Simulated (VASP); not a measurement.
The system is Al7GaN8.

```xyz
16
Lattice="0.0000 0.0000 -4.9976 3.1234 5.4099 0.0000 3.1234 -5.4099 0.0000" Properties=species:S:1:pos:R:3 pbc="T T T"
Ga    1.5617   -0.9016    0.0000
Al    3.1234   -3.6066    0.0000
Al    3.1234    1.8033    0.0000
Al    4.6851   -0.9016    0.0000
Al    3.1234   -1.8033   -2.4988
Al    1.5617    0.9016   -2.4988
Al    4.6851    0.9016   -2.4988
Al    3.1234    3.6066   -2.4988
N     1.5617   -0.9016   -3.0985
N     3.1234   -3.6066   -3.0985
N     3.1234    1.8033   -3.0985
N     4.6851   -0.9016   -3.0985
N     3.1234   -1.8033   -0.5997
N     1.5617    0.9016   -0.5997
N     4.6851    0.9016   -0.5997
N     3.1234    3.6066   -0.5997
```

The cell was built by a generator and needn't be a form met in nature.

* Program: VASP 6.6.1
* Task: relaxation of cell and atoms
* Functional: PBEsol
* Potentials or basis: VASP PAW PBE potentials, release 64 (Ga_d, Al, N)
* Cutoff: 600 eV
* k mesh: 6 × 6 × 5
* Occupations: gaussian, width 0.03 eV
* Spin: no spin polarisation

At the start: pressure 0.4 GPa; volume 10.56 Å³/atom.

Where does the relaxation end?

Over 10 steps the energy falls by 5.4 meV/atom and the volume is 10.57 Å³/atom (+0.1 %); space group P3m1 (No. 156, to 0.05 Å).

Step by step:
```tsv
step	energy change (eV)	largest force (eV/Å)	pressure (GPa)	volume (Å³)
1	0.0000	1.1073	0.36	168.89
2	-0.0743	0.2865	-0.42	169.47
3	-0.0799	0.2159	-0.29	169.34
4	-0.0854	0.0745	0.17	168.94
5	-0.0858	0.0478	0.05	169.03
6	-0.0862	0.0371	0.01	169.07
7	-0.0862	0.0368	0.02	169.07
8	-0.0863	0.0171	-0.03	169.10
9	-0.0863	0.0171	-0.04	169.11
10	-0.0864	0.0091	0.03	169.06
```

Final structure:
```xyz
16
Lattice="0.0000 0.0000 -5.0131 3.1201 5.4042 0.0000 3.1201 -5.4042 0.0000" Properties=species:S:1:pos:R:3 pbc="T T T"
Ga    1.5601   -0.9007   -5.0101
Al    3.1175   -3.6043   -0.0020
Al    3.1227    1.7999   -0.0020
Al    4.6802   -0.8977   -0.0020
Al    3.1276   -1.8057   -2.5101
Al    1.5601    0.9093   -2.5101
Al    4.6802    0.9007   -2.5105
Al    3.1127    3.5985   -2.5101
N     1.5601   -0.9007   -3.0541
N     3.1179   -3.6041   -3.1110
N     3.1223    1.8001   -3.1110
N     4.6802   -0.8982   -3.1110
N     3.1526   -1.8201   -0.6110
N     1.5601    0.9381   -0.6110
N     4.6802    0.9007   -0.6009
N     3.0877    3.5841   -0.6110
```

Caveat: the PAW data sets were made with another functional, which shifts forces and pressure a little.
